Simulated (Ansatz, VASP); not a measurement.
## Ti2CF2 in two plane-wave programs

One calculation is typed for both programs; each brings its own data sets. How far apart do they land? Of the first pair: The structure shown is the start of the Ansatz relaxation below; VASP solves that cell, so the two are compared at the walk's first step.

Calculated with Ansatz 0.2.0; plane waves, with VASP 6.6.1 beside it; single point at PBEsol.

### 1. Starting point

The cell holds 5 atoms: 1 C, 2 Ti and 2 F. Its edges and angles: a = 3.040 Å, b = 3.040 Å, c = 33.200 Å, α = 90.0°, β = 90.0°, γ = 120.0°. Vacuum lies along c. The height across the vacuum is the one that the program set for its solve, not the one typed.

### 2. Ansatz: relaxation, PBEsol

Ansatz runs on its default PAW (the set named soft_2) files.

The two programs are compared at the cell with which this relaxation starts, whose forces are those of its first step.

input.yaml

```yaml
crystal:
  lattice:
    - [3.04, 0.0, 0.0]
    - [-1.52, 2.63272, 0.0]
    - [0.0, 0.0, 20.0]
  atoms:
    - { symbol: C, position: [0.0, 0.0, 0.5] }
    - { symbol: Ti, position: [0.333333, 0.666667, 0.56] }
    - { symbol: Ti, position: [0.666667, 0.333333, 0.44] }
    - { symbol: F, position: [0.666667, 0.333333, 0.6175] }
    - { symbol: F, position: [0.333333, 0.666667, 0.3825] }
  periodic: [true, true, false]
kpoints:
  mp_grid: { grid: [9, 9, 1] }
hamiltonian:
  xc: pbesol
scf:
  occupations: { method: gaussian, width: 0.1 }
output:
  forces: true
  stress: true
  eigenvalues: true
relax:
  adjacent_minimum: "off"
  f_tol: 0.05
  max_steps: 80
  cell: { stress_2d_tol: 0.02 }
```

The run is started by

```bash
> ansatz run input.yaml --threads 8 --pin off --max-ram 14336MiB --backend cpu --events-out ev --progress --plain --runs-dir out
```

Numbers of over 12 decimals in the logs are rounded to 6 here.

Log:

```text
Warning: crystal.periodic: the lattice vector that does not repeat stood 0.000° off the slab's normal, 20.000 Å along it as the deck builds it. The run solves the slab on a vector along the normal, 33.200 Å long, with every atom where it was (on the deck's vector they left 15.30 Å outside them, and the widest stretch free of ions among them is 1.20 Å). A fractional position that the run reports is one of the run's ce [...]
[...]
Initial wavefunctions: pseudopotential atomic-orbital guess (no wavefunctions were taken with the density)
iter 1 solved again at ethr=3.65e-8 eV; its pass at ethr=3.10e-3 eV (dr2=1.53e-5 eV) is discarded
SCF iter   1: F=—  HF=-6801.058790 eV  |F-HF|=—  |Δ(HF+E_count)|=         —  Δρ=6.22e-5  dr2=1.49e-6  ethr=3.65e-8  ⟨swp⟩=7.5  Hψ=3627  notcnv=0
SCF iter   2: F=—  HF=-6801.058784 eV  |F-HF|=—  |Δ(HF+E_count)|=   6.01e-6  Δρ=3.11e-5  dr2=1.28e-6  ethr=3.55e-9  ⟨swp⟩=3.3  Hψ=622  notcnv=0
SCF iter   3: F=—  HF=-6801.058784 eV  |F-HF|=—  |Δ(HF+E_count)|=   2.82e-7  Δρ=5.88e-6  dr2=5.12e-8  ethr=3.04e-9  ⟨swp⟩=2.4  Hψ=513  notcnv=0
SCF iter   4: F=—  HF=-6801.058784 eV  |F-HF|=—  |Δ(HF+E_count)|=   5.62e-8  Δρ=7.96e-7  dr2=8.47e-10  ethr=1.22e-10  ⟨swp⟩=3.9  Hψ=722  notcnv=0
SCF iter   5: F=—  HF=-6801.058784 eV  |F-HF|=—  |Δ(HF+E_count)|=   2.15e-8  Δρ=2.25e-7  dr2=1.82e-10  ethr=2.02e-12  ⟨swp⟩=3.2  Hψ=690  notcnv=0
SCF iter   6: F=—  HF=-6801.058784 eV  |F-HF|=—  |Δ(HF+E_count)|=   2.58e-9  Δρ=8.79e-8  dr2=2.52e-11  ethr=1.00e-12  ⟨swp⟩=2.4  Hψ=462  notcnv=0
SCF iter   7: F=-6801.058784 eV  HF=-6801.058784 eV  |F-HF|=2.91e-11  |Δ(HF+E_count)|=  1.40e-10  Δρ=2.38e-8  dr2=1.30e-12  ethr=1.00e-12  ⟨swp⟩=11.0  Hψ=2162  notcnv=0
SCF 6 converged in 7 iterations: F = -6801.058784 eV  dr2 = 1.30e-12
relax step   6: F+E_penalty+E_count = -6801.05878375 eV  Δ(F+E_penalty+E_count) = +2.472e-3 eV  max|allowed force component| = 1.175e-3 eV/Å  Δτ_max = 0.0000 Å  P = -0.079 N/m  Ω = 261.828 Å³  fix = [c, alpha, beta]  reactions: c -0.000 N/m  stress off target by 7.85e-2 N/m on what of the cell is left free  SCF on the basis re-selected at this cell (its energy is not comparable with the rows above)  (7 SCF iters)
[...]
relax step   7: F+E_penalty+E_count = -6801.05891532 eV  Δ(F+E_penalty+E_count) = -1.316e-4 eV  max|allowed force component| = 1.013e-3 eV/Å  Δτ_max = 0.0003 Å  P = +0.010 N/m  Ω = 261.666 Å³  energy of the carried Pulay correction = +1.210e-4 eV  fix = [c, alpha, beta]  reactions: c +0.000 N/m  (4 SCF iters, dr2 threshold 7.14e-9 eV, accepted)
[...]
relax step   8: F+E_penalty+E_count = -6801.05883511 eV  Δ(F+E_penalty+E_count) = +8.021e-5 eV  max|allowed force component| = 9.987e-4 eV/Å  Δτ_max = 0.0000 Å  P = +0.008 N/m  Ω = 261.666 Å³  fix = [c, alpha, beta]  reactions: c +0.000 N/m  stress off target by 7.83e-3 N/m on what of the cell is left free  SCF on the basis re-selected at this cell (its energy is not comparable with the rows above)  (5 SCF iters)
basis re-selected at this cell: Δ(F+E_penalty+E_count) = +8.021e-5 eV, ΔP = -0.002 N/m vs the last step (what re-selecting the basis moved, of the pressure what is left beyond the Pulay correction that the steps carried, after the strain that the cell walked since its last selection, with what the two solves' SCF thresholds leave and, on support functions, any second-order correction that the steps lacked; it is no m [...]
SCF converged after 5 iterations
Free energy (F): -6801.058835 eV
Harris-Foulkes:  -6801.058835 eV  (|F-HF|=1.36e-11)
Internal energy: -6801.045664 eV  (E = F + TS)
E sigma→0 (E₀):  -6801.052250 eV
Entropy (-TS):   -0.013171 eV (-2.634 meV/atom)
Fermi energy:    -4.733252 eV
--- Per-component energies (eV) ---
  E_band       = -1060.708578
  E_kinetic    = 1051.647978
  E_local      = -131846.744020  (includes V_loc(G=0)·N_el)
  E_nonlocal   = 190.536408
  E_hartree    = 65265.502098
  E_xc         = -401.778770
  E_vxc        = -509.733932  (∫ρ·V_xc dr)
  E_paw        = -2526.362892  (= ΣΔE_a)
  E_vpaw       = -477.423428  (= ΣTr[D̂ρ^β])
  E_aug_tail   = 0.004198  (compensation charges beyond the density's cutoff)
  E_ewald      = 61465.764581
  E_core_change = 0.384754  (= ΣΔE_core)
  E_smearing   = -0.013171  (= −TS)
  E_closure    = 0.000000  (closes the sum)
  Σ components = -6801.058835   (vs F -6801.058835, Δ=0.00e0)
--- Forces (eV/Å), atoms counted from 1 ---
  atom   1  C     -0.00000000     0.00000000     0.00000000
  atom   2  Ti    -0.00000000    -0.00000000    -0.00022566
  atom   3  Ti     0.00000000     0.00000000     0.00022566
  atom   4  F      0.00000000     0.00000000     0.00099873
  atom   5  F     -0.00000000    -0.00000000    -0.00099873
  max |Σ_I F_I| component: 1.85e-17 eV/Å
--- 2D stress c σ (N/m, compression-positive) ---
        0.007834       0.000000       0.000000
        0.000000       0.007834       0.000000
        0.000000       0.000000       0.000000
  P = ½ c Tr σ = 0.0078 N/m
--- Band table (eV; the first three rows and the last of 12) ---
  k-point 0: bands = ["-61.9996", "-61.9150", "-38.7101", "-38.2830", "-38.1513", "-38.1513", "-38.0959", "-38.0959", "-29.8921", "-29.8619", "-16.5760", "-12.5052", "-11.3767", "-11.3500", "-11.3500", "-11.1983", "-11.1983", "-8.5839", "-7.3530", "-7.3530", "-4.7317", "-4.7317", "-4.4754", "-3.0342", "-3.0342", "-2.9634"]
  k-point 1: bands = ["-61.9901", "-61.9099", "-38.6865", "-38.3153", "-38.1798", "-38.1700", "-38.1510", "-38.1013", "-29.8630", "-29.8392", "-16.4466", "-12.3525", "-11.7197", "-11.4274", "-11.3432", "-11.2177", "-11.1146", "-8.5048", "-7.7890", "-7.4467", "-4.9806", "-4.5067", "-4.3130", "-3.1303", "-3.0230", "-3.0006"]
  k-point 2: bands = ["-61.9652", "-61.8977", "-38.6290", "-38.4379", "-38.2956", "-38.2131", "-38.1974", "-38.1190", "-29.7944", "-29.7842", "-16.1039", "-12.0351", "-11.9157", "-11.8796", "-11.3458", "-11.2738", "-11.2586", "-8.5693", "-8.3995", "-7.5959", "-5.5808", "-3.9481", "-3.8631", "-3.0949", "-3.0014", "-2.8255"]
  k-point 11: bands = ["-61.8866", "-61.8866", "-38.5715", "-38.5715", "-38.5351", "-38.3543", "-38.2668", "-38.2668", "-29.6545", "-29.6545", "-15.0821", "-12.2674", "-12.2557", "-11.8646", "-11.8646", "-11.4792", "-11.4792", "-9.1722", "-9.1722", "-8.2087", "-4.2605", "-3.6293", "-3.6293", "-2.6172", "-2.6172", "-2.5900"]
--- Relaxed structure (6 steps of the walk, 6 accepted, 2 SCFs on fresh bases) ---
  F+E_penalty+E_count = -6801.05883511 eV   max|allowed force component| = 9.987e-4 eV/Å   (the final SCF, on the basis selected at the relaxed cell)
  cell:  # Å, volume = 261.6659 Å³
    - [3.016749, 0, 0]
    - [-1.508374, 2.612581, 0]
    - [0, 0, 33.2]
  atoms:
    - { symbol: C, position: [0, 0, 0.301205] }
    - { symbol: Ti, position: [0.333333, 0.666667, 0.335346] }
    - { symbol: Ti, position: [0.666667, 0.333333, 0.267063] }
    - { symbol: F, position: [0.666667, 0.333333, 0.372595] }
    - { symbol: F, position: [0.333333, 0.666667, 0.229815] }
```

The column dr2 measures how far the density is from self-consistency, as an energy; F and HF (Harris–Foulkes) agree once it is small.

### 3. VASP: single point, PBEsol, start cell, pair 1

The same cell, functional, mesh and smearing now go to VASP, with its own data sets.

Lines of VASP's logs that name or quote its potential files are left out, and so is its time.

INCAR

```
SYSTEM = Ti2CF2
PREC = Accurate
ENCUT = 520
EDIFF = 1E-06
NELM = 120
ISMEAR = 0
SIGMA = 0.1
LREAL = .FALSE.
ALGO = Normal
GGA = PS
NBANDS = 27
LASPH = .TRUE.
LORBIT = 11
LWAVE = .FALSE.
LCHARG = .FALSE.
ISIF = 2
LDIPOL = .TRUE.
IDIPOL = 3
DIPOL = 0.5 0.5 0.301
LVHAR = .TRUE.
GGA_COMPAT = .FALSE.
NELMDL = -8
KPAR = 2
```

POSCAR

```
Ti2CF2
1.0
    3.0400020000      0.0000000000      0.0000000000
   -1.5200010000      2.6327190000      0.0000000000
    0.0000000000      0.0000000000     33.2000000000
C Ti F
1 2 2
Direct
    0.0000000000      0.0000000000      0.3012048193
    0.3333333333      0.6666666667      0.3373493976
    0.6666666667      0.3333333333      0.2650602410
    0.6666666667      0.3333333333      0.3719879518
    0.3333333333      0.6666666667      0.2304216867
```

KPOINTS

```
Automatic mesh
0
Gamma
9 9 1
0 0 0
```

Potentials, in the order of the species: C, Ti_sv and F (PBE family, release 64).

The run is started by

```bash
> mpirun -np 2 vasp_std
```

Log:

```text
[banner, memory and clock lines left out]
running    2 mpi-ranks, on    1 nodes
 distrk:  each k-point on    1 cores,    2 groups
 distr:  one band on    1 cores,    1 groups

 POSCAR found type information on POSCAR C TiF
 POSCAR found :  3 types and       5 ions
|                                                                             |
|               ----> ADVICE to this user running VASP <----                  |
|                                                                             |
|     You enforced a specific xc type in the INCAR file but a different       |
|     [... a line on the potential file left out ...]
|     I HOPE YOU KNOW WHAT YOU ARE DOING!                                     |
|                                                                             |

 LDA part: xc-table for (Slater+PW92), standard interpolation
 POSCAR, INCAR and KPOINTS ok, starting setup
 FFT: planning ... GRIDC
 FFT: planning ... GRID_SOFT
 FFT: planning ... GRID
 WAVECAR not read
 entering main loop
       N       E                     dE             d eps       ncg     rms          rms(c)
DAV:   1     0.492622940793E+03    0.49262E+03   -0.21213E+04   768   0.135E+03
DAV:   2     0.223061192390E+02   -0.47032E+03   -0.46311E+03   828   0.404E+02
DAV:   3    -0.452673164820E+02   -0.67573E+02   -0.67204E+02   918   0.158E+02
DAV:   4    -0.512225665544E+02   -0.59553E+01   -0.59454E+01  1042   0.423E+01
DAV:   5    -0.516253962451E+02   -0.40283E+00   -0.40279E+00   957   0.811E+00
DAV:   6    -0.516369240361E+02   -0.11528E-01   -0.11528E-01  1056   0.169E+00
DAV:   7    -0.516372502775E+02   -0.32624E-03   -0.32624E-03   941   0.211E-01
DAV:   8    -0.516372567475E+02   -0.64700E-05   -0.64701E-05  1053   0.385E-02    0.241E+01
DAV:   9    -0.417304128235E+02    0.99068E+01   -0.80959E+01   830   0.694E+01    0.729E+00
DAV:  10    -0.414102148606E+02    0.32020E+00   -0.60007E+00   783   0.198E+01    0.458E+00
DAV:  11    -0.413238120325E+02    0.86403E-01   -0.65289E-01   887   0.525E+00    0.920E-01
DAV:  12    -0.413194643204E+02    0.43477E-02   -0.61149E-02   821   0.217E+00    0.554E-01
DAV:  13    -0.413115051682E+02    0.79592E-02   -0.17800E-02   822   0.103E+00    0.173E-01
DAV:  14    -0.413108416019E+02    0.66357E-03   -0.16737E-03   814   0.319E-01    0.927E-02
[...]
DAV:  20    -0.413116834507E+02   -0.25961E-03   -0.24930E-05   689   0.278E-02    0.462E-03
DAV:  21    -0.413118494661E+02   -0.16602E-03   -0.14635E-05   668   0.202E-02    0.378E-03
DAV:  22    -0.413119122396E+02   -0.62774E-04   -0.55173E-06   717   0.132E-02    0.268E-03
DAV:  23    -0.413119369115E+02   -0.24672E-04   -0.11195E-06   536   0.668E-03    0.781E-04
DAV:  24    -0.413119515184E+02   -0.14607E-04   -0.65808E-07   534   0.307E-03    0.374E-04
DAV:  25    -0.413119563563E+02   -0.48379E-05   -0.13076E-07   446   0.162E-03    0.265E-04
DAV:  26    -0.413119573621E+02   -0.10059E-05   -0.25743E-08   360   0.940E-04    0.830E-05
DAV:  27    -0.413119579952E+02   -0.63300E-06   -0.17896E-08   386   0.682E-04
   1 F= -.41311958E+02 E0= -.41306504E+02  d E =-.109083E-01
```

Parts of OUTCAR (step 3):

```text
ion  position               nearest neighbor table
   1  0.000  0.000  0.301-   3 2.13   2 2.13   3 2.13   2 2.13   3 2.13   2 2.13
   2  0.333  0.667  0.337-   4 2.10   4 2.10   4 2.10   1 2.13   1 2.13   1 2.13
   3  0.667  0.333  0.265-   5 2.10   5 2.10   5 2.10   1 2.13   1 2.13   1 2.13
   4  0.667  0.333  0.372-   2 2.10   2 2.10   2 2.10
   5  0.333  0.667  0.230-   3 2.10   3 2.10   3 2.10

  LATTYP: Found a hexagonal cell.
 ALAT       =     3.0400020000
 C/A-ratio  =    10.9210454467

 Subroutine GETGRP returns: Found 12 space group operations
 (whereof  6 operations were pure point group operations)

The static configuration has the point symmetry C_3v.
 The point group associated with its full space group is D_3d.

 Found     12 irreducible k-points:

   k-points           NKPTS =     12   k-points in BZ     NKDIM =     12   number of bands    NBANDS=     27

   dimension x,y,z NGX =    24 NGY =   24 NGZ =  250
   dimension x,y,z NGXF=    48 NGYF=   48 NGZF=  500

   ENCUT  =  520.0 eV  38.22 Ry    6.18 a.u.   5.65  5.65 61.73*2*pi/ulx,y,z

   NELECT =      42.0000    total number of electrons

 k-points in reciprocal lattice and weights: Automatic mesh
   0.00000000  0.00000000  0.00000000       0.012
   0.11111111 -0.00000000  0.00000000       0.074
   0.22222222  0.00000000  0.00000000       0.074
   0.33333333  0.00000000  0.00000000       0.074
   0.44444444  0.00000000  0.00000000       0.074
   0.11111111  0.11111111  0.00000000       0.074
   0.22222222  0.11111111  0.00000000       0.148
   0.33333333  0.11111111  0.00000000       0.148
   0.44444444  0.11111111  0.00000000       0.074
   0.22222222  0.22222222  0.00000000       0.074
   0.33333333  0.22222222  0.00000000       0.148
   0.33333333  0.33333333  0.00000000       0.025

 dipolmoment           0.000000      0.000000     -0.000001 electrons x Angstroem

 average (electrostatic) potential at core
       1 -55.9964       2 -82.9463       3 -82.9463       4 -83.5147       5 -83.5147

 E-fermi :  -1.5491

 k-point     1 :       0.0000    0.0000    0.0000
  band No.  band energies     occupation
    ...
     18      -5.2995      2.00000
     19      -3.7828      2.00000
     20      -3.7828      2.00000
     21      -1.5304      0.79075
     22      -1.5304      0.79074
     23      -1.4535      0.17627
     24      -0.1521      0.00000
     25      -0.1521      0.00000
     26       0.0691      0.00000
     27       0.0691      0.00000

 k-point     2 :       0.1111   -0.0000    0.0000
  band No.  band energies     occupation
    ...
     17      -8.5676      2.00000
     18      -5.2149      2.00000
     19      -4.2898      2.00000
     20      -3.9060      2.00000
     21      -1.7765      1.99870
     22      -1.3034      0.00051
     23      -1.2147      0.00000
     24      -0.2367      0.00000
     25      -0.0423      0.00000
     26      -0.0021      0.00000
    ...

 k-point     3 :       0.2222    0.0000    0.0000
  band No.  band energies     occupation
    ...
     17      -8.6203      2.00000
     18      -5.2201      2.00000
     19      -5.0989      2.00000
     20      -4.1068      2.00000
     21      -2.3310      2.00000
     22      -0.7764      0.00000
     23      -0.6934      0.00000
     24      -0.2873      0.00000
     25       0.1195      0.00000
     26       0.2124      0.00000
    ...

  Total       -0.9694522     -0.9694522     -1.5636947      0.0000000     -0.0000000      0.0000000
  in kB       -5.8454844     -5.8454846     -9.4285753      0.0000000     -0.0000000      0.0000000
  external PRESSURE =      -7.0398481 kB  Pullay stress =       0.0000000 kB

  energy-cutoff  :      520.00
  volume of cell :      265.72
      direct lattice vectors                 reciprocal lattice vectors
     3.040002000  0.000000000  0.000000000     0.328947152  0.189917724  0.000000000
    -1.520001000  2.632719000  0.000000000     0.000000000  0.379835448  0.000000000
     0.000000000  0.000000000 33.200000000     0.000000000  0.000000000  0.030120482

 POSITION                                       TOTAL-FORCE (eV/Angst)
 -----------------------------------------------------------------------------------
      0.00000      0.00000     10.00000         0.000000      0.000000     -0.000000
     -0.00000      1.75515     11.20000        -0.000000     -0.000000     -2.270045
      1.52000      0.87757      8.80000         0.000000      0.000000      2.270045
      1.52000      0.87757     12.35000         0.000000     -0.000000      0.848824
     -0.00000      1.75515      7.65000        -0.000000      0.000000     -0.848824
 -----------------------------------------------------------------------------------
    total drift:                               -0.000000     -0.000000     -0.000023

  FREE ENERGIE OF THE ION-ELECTRON SYSTEM (eV)
  ---------------------------------------------------
  free  energy   TOTEN  =       -41.3119579952 eV

  energy  without entropy=      -41.3010497065  energy(sigma->0) =      -41.30650385

 vacuum level on the upper side and lower side of the slab         2.435         2.435

 total charge
# of ion       s       p       d       tot
------------------------------------------
    1        0.880   1.544   0.000   2.423
    2        2.177   6.191   1.975  10.344
    3        2.177   6.191   1.975  10.344
    4        1.735   4.360   0.000   6.095
    5        1.735   4.360   0.000   6.095
--------------------------------------------------
tot          8.703  22.647   3.951  35.301

[... 3 further parts left out ...]
```

The run ends at a pressure of -0.70 GPa, with forces up to 2.3 eV/Å.

### 4. Side by side

Known differences besides the potentials themselves: Ansatz cuts the interaction across the vacuum, VASP repeats the sheet with a dipole correction; Ansatz makes its cores anew for this functional, VASP keeps those of its PBE data sets; Ansatz takes its cutoff from its data sets, VASP runs at 520 eV. Total energies have different zeros and are not compared.

Forces (eV/Å; atoms numbered as in POSCAR):

| atom | Ansatz x, y, z | VASP x, y, z |
| --- | --- | --- |
| C1 | 0.000, 0.000, 0.000 | 0.000, 0.000, 0.000 |
| Ti2 | 0.000, 0.000, -2.265 | 0.000, 0.000, -2.270 |
| Ti3 | 0.000, 0.000, 2.265 | 0.000, 0.000, 2.270 |
| F4 | 0.000, 0.000, 0.813 | 0.000, 0.000, 0.849 |
| F5 | 0.000, 0.000, -0.813 | 0.000, 0.000, -0.849 |

The forces differ by 13 meV/Å r.m.s., which is 1.5 % of the r.m.s. force of 0.885 eV/Å (both taken over all components). With vacuum in the cell, a pressure given here is an average over mostly empty space and none of the material.

### 5. Ansatz: relaxation, PBEsol

The two programs are compared at the cell with which this relaxation starts, whose forces are those of its first step.

The structure compared here is the start of the Ansatz relaxation; VASP solves that cell, so the two are compared at the walk's first step.

input.yaml

```yaml
crystal:
  lattice:
    - [3.0167489285, 0.0, 0.0]
    - [-1.5083744643, 2.612581209, 0.0]
    - [0.0, 0.0, 33.2]
  atoms:
    - { symbol: C, position: [0.0, 0.0, 0.3012048193] }
    - { symbol: Ti, position: [0.3333333333, 0.6666666667, 0.3353461421] }
    - { symbol: Ti, position: [0.6666666667, 0.3333333333, 0.2670634964] }
    - { symbol: F, position: [0.6666666667, 0.3333333333, 0.3725948427] }
    - { symbol: F, position: [0.3333333333, 0.6666666667, 0.2298147958] }
  periodic: [true, true, false]
kpoints:
  mp_grid: { grid: [15, 15, 1] }
hamiltonian:
  xc: pbesol
scf:
  occupations: { method: gaussian, width: 0.1 }
output:
  forces: true
  stress: true
  eigenvalues: true
  write_density: true
  write_potential: true
  elf: true
  volumetric_format: npy
relax:
  adjacent_minimum: "off"
  f_tol: 0.005
  max_steps: 80
  cell: { stress_2d_tol: 0.02 }
```

The run is started by

```bash
> ansatz run input.yaml --threads 8 --pin off --max-ram 14336MiB --backend cpu --events-out ev --progress --plain --runs-dir out
```

Log:

```text
[...]
Crystal: 5 atoms, lattice volume = 261.666 Å³
Basis set: ecut = 420 eV, 5031 PW (Γ), exchange–correlation on 48×48×450 points (8 copies of the dense FFT grid, shifted against one another)
Bands: 26, of which v1, the nominal top of the filled ones, is band 21 counted from 1 (20 counted from 0)
Symmetry: 12 space group operations
[...]
k-points: 27 of 225
[...]
cell:  # Å, volume = 261.7202 Å³
    - [3.017062, 2.8870534269445927e-11, 0]
    - [-1.508531, 2.612853, 0]
    - [0, 0, 33.2]
  atoms:
    - { symbol: C, position: [0, 0, 0.30120481926] }
    - { symbol: Ti, position: [0.333333, 0.666667, 0.335307] }
    - { symbol: Ti, position: [0.666667, 0.333333, 0.267102] }
    - { symbol: F, position: [0.666667, 0.333333, 0.372557] }
    - { symbol: F, position: [0.333333, 0.666667, 0.229852] }
[key lines of the parts left out:]
SCF converged after 6 iterations
Free energy (F): -6801.073784 eV
Fermi energy:    -4.660319 eV
P = ½ c Tr σ = -0.0164 N/m
```

(Part 1 of 2 ends here.)

[Lines on the potential files, build, host, timing and source positions are cut from VASP's logs without a mark.]

[Logs are printed without paths, hosts, clocks, repeated set-up lines and the standing remarks that a program may print on its own settings, such as how far it seeks lower states.]

[Hosts, paths, dates, database ids (printed as entryN), source tags and the programs' standing remarks are cut or masked in the printed files.]
